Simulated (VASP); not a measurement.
# Fermi-Dirac smearing in Ru

Wanted: TS, pressure and Fermi level of Ru against the smearing width, on one dense mesh.

Main program and level: VASP 6.6.1; PBEsol; plane waves and PAW (Ru_pv), in the first sound run; inputs show where later runs differ.

## 1. Set-up

The structure is hexagonal, space group P6_3/mmc (No. 194). The conventional cell has a = 2.700 Å, b = 2.700 Å, c = 4.277 Å, α = 90.00°, β = 90.00°, γ = 120.00°. Ru has 12 Ru at 2.65 to 2.70 Å nearest.

## 2. Relax the crystal, PBEsol

The cell is relaxed and then held.

This step took 2 runs in a row; the last is shown.

Level: PBEsol; plane waves and PAW (Ru_pv).

INCAR reads:

```
SYSTEM = Ru
PREC = Accurate
ENCUT = 450
EDIFF = 1E-07
NELM = 120
ISMEAR = 1
SIGMA = 0.15
LREAL = .FALSE.
ALGO = Normal
GGA = PS
NBANDS = 20
LASPH = .TRUE.
LORBIT = 11
LWAVE = .FALSE.
LCHARG = .FALSE.
KPAR = 8
IBRION = 2
NSW = 40
ISIF = 3
EDIFFG = -0.005
POTIM = 0.4
```

POSCAR reads:

```
Ru
1.0
    2.6888022723      0.0000000000      0.0000000000
   -1.3444011362      2.3285710736      0.0000000000
    0.0000000000      0.0000000000      4.2518787864
Ru
2
Direct
    0.0000000000      0.0000000000      0.0000000000
    0.3333333333      0.6666666667      0.5000000000
```

KPOINTS reads:

```
Automatic mesh
0
Gamma
18 18 10
0 0 0
```

Potentials, in the order of the species: Ru_pv (PBE family, release 64).

Run with:

```console
$ mpirun -np 8 vasp_std
```

What it wrote:

```text
[banner, memory and clock lines left out]
running    8 mpi-ranks, on    1 nodes
[...]
|                                                                             |
|           W    W    AA    RRRRR   N    N  II  N    N   GGGG   !!!           |
|           W    W   A  A   R    R  NN   N  II  NN   N  G    G  !!!           |
|           W    W  A    A  R    R  N N  N  II  N N  N  G       !!!           |
|           W WW W  AAAAAA  RRRRR   N  N N  II  N  N N  G  GGG   !            |
|           WW  WW  A    A  R   R   N   NN  II  N   NN  G    G                |
|           W    W  A    A  R    R  N    N  II  N    N   GGGG   !!!           |
|                                                                             |
|     For optimal performance we recommend to set                             |
|       NCORE = 2 up to number-of-cores-per-socket                            |
|     NCORE specifies how many cores store one orbital (NPAR=cpu/NCORE).      |
|     This setting can greatly improve the performance of VASP for DFT.       |
[...]
|     You enforced a specific xc type in the INCAR file but a different       |
|     [... a line on the potential file left out ...]
|     I HOPE YOU KNOW WHAT YOU ARE DOING!                                     |
|                                                                             |

 LDA part: xc-table for (Slater+PW92), standard interpolation
 POSCAR, INCAR and KPOINTS ok, starting setup
[...]
entering main loop
       N       E                     dE             d eps       ncg     rms          rms(c)
DAV:   1     0.264080209829E+03    0.26408E+03   -0.15697E+04  8888   0.138E+03
DAV:   2    -0.163303267619E+02   -0.28041E+03   -0.27271E+03  9120   0.436E+02
DAV:   3    -0.218820655247E+02   -0.55517E+01   -0.55008E+01 10268   0.683E+01
DAV:   4    -0.219276572389E+02   -0.45592E-01   -0.45547E-01 10900   0.598E+00
[...]
DAV:  10    -0.203405408201E+02    0.17240E-04   -0.18528E-04 10024   0.139E-01    0.251E-02
DAV:  11    -0.203405427031E+02   -0.18830E-05   -0.43803E-06 10372   0.198E-02    0.166E-03
DAV:  12    -0.203405426625E+02    0.40631E-07   -0.28725E-07  9824   0.493E-03
   1 F= -.20340543E+02 E0= -.20340229E+02  d E =-.203405E+02
[...]
reached required accuracy - stopping structural energy minimisation
```

Run time: 17 s. Hardware: 8 MPI ranks of AMD EPYC 7R43, shared host; peak memory 1.3 GiB; 2.1 min of CPU time.

Lines that name or quote the potential files are left out of all logs, and their timing lines are given in words.

From OUTCAR (step 2):

```text
  Total        0.0036411      0.0036411      0.0026077     -0.0000000      0.0000000      0.0000000
  in kB        0.2191376      0.2191376      0.1569421     -0.0000000      0.0000000      0.0000000
  external PRESSURE =       0.1984058 kB  Pullay stress =       0.0000000 kB

 POSITION                                       TOTAL-FORCE (eV/Angst)
 -----------------------------------------------------------------------------------
      0.00000      0.00000      0.00000         0.000000     -0.000000      0.000000
     -0.00000      1.55238      2.12594        -0.000000      0.000000      0.000000
 -----------------------------------------------------------------------------------
    total drift:                                0.000000     -0.000000     -0.000000

  FREE ENERGIE OF THE ION-ELECTRON SYSTEM (eV)
  ---------------------------------------------------
  free  energy   TOTEN  =       -20.3405426625 eV

  energy  without entropy=      -20.3396025067  energy(sigma->0) =      -20.34022928

 reached required accuracy - stopping structural energy minimisation

[... 3 further parts left out ...]
[key lines of the parts left out:]
E-fermi :  13.0562
```

This run gave:

| Quantity | Value |
| --- | --- |
| energy(sigma→0) of the program | -20.3402 eV |
| stress, compression positive | xx, yy, zz 0.02, 0.02, 0.02 GPa |
| volume | 26.621 Å³ |
| ionic steps | 1 |

## 3. Tetrahedra, PBEsol

Tetrahedra give the density of states at the Fermi level without smearing.

Level: PBEsol; plane waves and PAW (Ru_pv).

INCAR reads:

```
SYSTEM = Ru
PREC = Accurate
ENCUT = 450
EDIFF = 1E-08
NELM = 100
ISMEAR = -5
SIGMA = 0.15
LREAL = .FALSE.
ALGO = Normal
GGA = PS
NBANDS = 30
LASPH = .TRUE.
LORBIT = 11
LWAVE = .FALSE.
LCHARG = .FALSE.
KPAR = 2
ISIF = 2
NEDOS = 3001
```

POSCAR is that of step 2.

KPOINTS reads:

```
Automatic mesh
0
Gamma
32 32 18
0 0 0
```

Run with:

```console
$ mpirun -np 2 vasp_std
```

What it wrote:

```text
[banner, memory and clock lines left out]
running    2 mpi-ranks, on    1 nodes
[...]
[... a notice as in an earlier step ...]

 LDA part: xc-table for (Slater+PW92), standard interpolation
 POSCAR, INCAR and KPOINTS ok, starting setup
[...]
entering main loop
       N       E                     dE             d eps       ncg     rms          rms(c)
DAV:   1     0.284468059502E+03    0.28447E+03   -0.13875E+04 61240   0.919E+02
DAV:   2    -0.139183842485E+02   -0.29839E+03   -0.28441E+03 65940   0.330E+02
DAV:   3    -0.219040487865E+02   -0.79857E+01   -0.79203E+01 73888   0.594E+01
DAV:   4    -0.219327070346E+02   -0.28658E-01   -0.28649E-01 66770   0.375E+00
[...]
DAV:  13    -0.203421343772E+02    0.26105E-07   -0.10827E-09 41610   0.273E-04    0.144E-04
DAV:  14    -0.203421343636E+02    0.13622E-07   -0.19546E-10 35766   0.113E-04    0.153E-05
DAV:  15    -0.203421343606E+02    0.29786E-08   -0.16813E-11 35046   0.339E-05
   1 F= -.20342134E+02 E0= -.20342134E+02  d E =0.000000E+00
|                                                                             |
|           W    W    AA    RRRRR   N    N  II  N    N   GGGG   !!!           |
|           W    W   A  A   R    R  NN   N  II  NN   N  G    G  !!!           |
|           W    W  A    A  R    R  N N  N  II  N N  N  G       !!!           |
|           W WW W  AAAAAA  RRRRR   N  N N  II  N  N N  G  GGG   !            |
|           WW  WW  A    A  R   R   N   NN  II  N   NN  G    G                |
|           W    W  A    A  R    R  N    N  II  N    N   GGGG   !!!           |
|                                                                             |
|     Tetrahedron method does not include variations of the Fermi             |
|     occupations, so forces and stress will be inaccurate. We suggest        |
|     using a different smearing scheme ISMEAR = 1 or 2 for metals in         |
|     relaxations.                                                            |
|                                                                             |
```

Elapsed: 5.9 min, on 2 MPI ranks; peak memory 1.2 GiB; 12 min of CPU time.

From OUTCAR (step 3):

```text
  Total        0.0575806      0.0575806     -0.1009091     -0.0000000      0.0000000      0.0000000
  in kB        3.4654303      3.4654303     -6.0731144     -0.0000000      0.0000000      0.0000000
  external PRESSURE =       0.2859154 kB  Pullay stress =       0.0000000 kB

  FREE ENERGIE OF THE ION-ELECTRON SYSTEM (eV)
  ---------------------------------------------------
  free  energy   TOTEN  =       -20.3421343606 eV

  energy  without entropy=      -20.3421343606  energy(sigma->0) =      -20.34213436

[... 2 parts as in an earlier step ...]

[... 2 further parts left out ...]
[key lines of the parts left out:]
E-fermi :  13.0728
```

Numbers from this step:

| Quantity | Value |
| --- | --- |
| energy(sigma→0) of the program | -20.3421 eV |

The run ends at a pressure of 0.03 GPa.

## 4. Electron temperature, PBEsol

One member in full: SIGMA = 0.1 eV.

Level: PBEsol; plane waves and PAW (Ru_pv).

Edit INCAR of step 3 so:

```diff
@@ -5,4 +5,4 @@
 NELM = 100
-ISMEAR = -5
-SIGMA = 0.15
+ISMEAR = -1
+SIGMA = 0.1
 LREAL = .FALSE.
@@ -17,2 +17 @@
 ISIF = 2
-NEDOS = 3001
```

POSCAR is that of step 3.

KPOINTS is that of step 3.

Run with:

```console
$ mpirun -np 2 vasp_std
```

What it wrote:

```text
[... set-up lines as in an earlier step ...]
 entering main loop
       N       E                     dE             d eps       ncg     rms          rms(c)
DAV:   1     0.284441530252E+03    0.28444E+03   -0.13875E+04 61240   0.919E+02
DAV:   2    -0.139405252770E+02   -0.29838E+03   -0.28430E+03 65940   0.330E+02
DAV:   3    -0.219262010873E+02   -0.79857E+01   -0.79181E+01 73888   0.594E+01
DAV:   4    -0.219548620348E+02   -0.28661E-01   -0.28652E-01 66770   0.375E+00
[...]
DAV:  12    -0.203679692948E+02    0.11838E-06   -0.25504E-08 55764   0.110E-03    0.475E-04
DAV:  13    -0.203679693145E+02   -0.19674E-07   -0.11563E-09 41322   0.279E-04    0.125E-04
DAV:  14    -0.203679693062E+02    0.82455E-08   -0.16531E-10 35892   0.104E-04
   1 F= -.20367969E+02 E0= -.20341959E+02  d E =-.520214E-01
```

Wall time 4.8 min (2 MPI ranks); peak memory 0.96 GiB; 9.6 min of CPU time.

From OUTCAR (step 4):

```text
  LATTYP: Found a hexagonal cell.
 ALAT       =     2.6888022723
 C/A-ratio  =     1.5813281736

 Subroutine GETGRP returns: Found 24 space group operations
 (whereof 12 operations were pure point group operations)

The static configuration has the point symmetry D_3h.
 The point group associated with its full space group is D_6h.

 Found   1020 irreducible k-points:

   dimension x,y,z NGX =    20 NGY =   20 NGZ =   30
   dimension x,y,z NGXF=    40 NGYF=   40 NGZF=   60

   ENCUT  =  450.0 eV  33.07 Ry    5.75 a.u.   4.65  4.65  7.35*2*pi/ulx,y,z

   NELECT =      28.0000    total number of electrons

 E-fermi :  13.0768

 k-point     1 :       0.0000    0.0000    0.0000
  band No.  band energies     occupation
    ...
     11      10.5697      2.00000
     12      11.0885      2.00000
     13      11.0885      2.00000
     14      11.6288      2.00000
     15      11.6288      2.00000
     16      14.2954      0.00001
     17      14.2954      0.00001
     18      14.3320      0.00001
     19      23.2823      0.00000
     20      23.3229      0.00000
    ...

 k-point     2 :       0.0312   -0.0000    0.0000
  band No.  band energies     occupation
    ...
     11      10.6701      2.00000
     12      11.0707      2.00000
     13      11.1165      2.00000
     14      11.5936      2.00000
     15      11.6047      2.00000
     16      13.6475      0.00662
     17      14.3108      0.00001
     18      15.0279      0.00000
     19      23.2817      0.00000
     20      23.3227      0.00000
    ...

  Total        0.0867249      0.0867249     -0.0430638     -0.0000000      0.0000000     -0.0000000
  in kB        5.2194524      5.2194524     -2.5917506     -0.0000000      0.0000000     -0.0000000
  external PRESSURE =       2.6157181 kB  Pullay stress =       0.0000000 kB

 POSITION                                       TOTAL-FORCE (eV/Angst)
 -----------------------------------------------------------------------------------
      0.00000      0.00000      0.00000         0.000000      0.000000      0.000000
     -0.00000      1.55238      2.12594        -0.000000      0.000000      0.000000
 -----------------------------------------------------------------------------------
    total drift:                                0.000000     -0.000000     -0.000000

  FREE ENERGIE OF THE ION-ELECTRON SYSTEM (eV)
  ---------------------------------------------------
  free  energy   TOTEN  =       -20.3679693062 eV

  energy  without entropy=      -20.3159479070  energy(sigma->0) =      -20.34195861

 total charge
# of ion       s       p       d       tot
------------------------------------------
    1        0.412   6.330   5.964  12.706
    2        0.412   6.330   5.964  12.706
--------------------------------------------------
tot          0.823  12.660  11.928  25.411

[... 2 parts as in an earlier step ...]

[... 7 further parts left out ...]
```

Numbers from this step:

* energy(sigma→0) of the program: -20.3420 eV
* stress, compression positive: xx, yy, zz 0.52, 0.52, -0.26 GPa

The run ends at a pressure of 0.26 GPa.

## 5. All members

The other members went through these steps as far as the tables show, on the same mesh; 7 runs are not shown. The session took 1.7 core hours (wall time by ranks) on a shared machine.

```
width kT (eV)  temperature (K)  free energy less that of the narrowest width (meV/atom)  TS (meV/atom)  pressure (GPa)  shift of the Fermi level (eV)
        0.025              290                                                    0.000          1.625           0.042                          0.000
        0.050              580                                                   -2.434          6.467           0.084                          0.006
        0.075              870                                                        ?              ?           0.156                          0.009
        0.100             1160                                                  -12.140         26.011           0.262                          0.011
        0.150             1741                                                  -28.585         59.901           0.578                          0.015
        0.200             2321                                                  -52.266        109.999           1.057                          0.018
        0.300             3481                                                 -123.836        266.801           2.598                          0.023
```

## 6. The Sommerfeld expansion

At low temperature TS = (π²/3) g (kT)², so TS, twice the difference of energy(sigma→0) and the free energy, over (π²/3)(kT)² is an effective density of states: 0.791, 0.786, 0.791, 0.809, 0.836, 0.901 states/eV/atom in the rows shown.

Fitting a parabola to the 6 known rows (σ: width in eV) gives g = 1.633 σ² − 0.1138 σ + 0.7895 in states/eV/atom; the residuals are 0.0026 states/eV/atom r.m.s.

At σ = 0.075 this predicts 0.790 states/eV/atom.

## 7. Checking the prediction

The calculation gives 0.786 states/eV/atom, so the prediction is 0.004 states/eV/atom too high.

The parabola in σ is an empirical guide, not the expansion itself. Tetrahedra give g = 0.779 states/eV/atom at the Fermi level, the limit that the series should reach at zero width.

## 8. What came out

```json
{
 "density of states at the Fermi level, tetrahedra": "0.78 states/eV/atom",
 "Sommerfeld coefficient from it": "1.84 mJ per mole of atoms and K²",
 "pressure at the widest setting": "2.60 GPa",
 "error of the predicted g": "0.004 states/eV/atom"
}
```

In words: Against the tetrahedron value, the effective density of states stands at +2 % at 0.025 eV, +1 % at 0.05 eV, +2 % at 0.1 eV, +16 % at 0.3 eV. At the widest setting the states within reach are denser than those at the Fermi level. The bare coefficient lacks the electron-phonon enhancement of measured heat capacities.

[Lines on the potential files, build, host, timing and source positions are cut from VASP's logs without a mark.]

[Logs are printed without paths, hosts, clocks, repeated set-up lines and the standing remarks that a program may print on its own settings, such as how far it seeks lower states.]

[Hosts, paths, dates, database ids (printed as entryN), source tags and the programs' standing remarks are cut or masked in the printed files.]
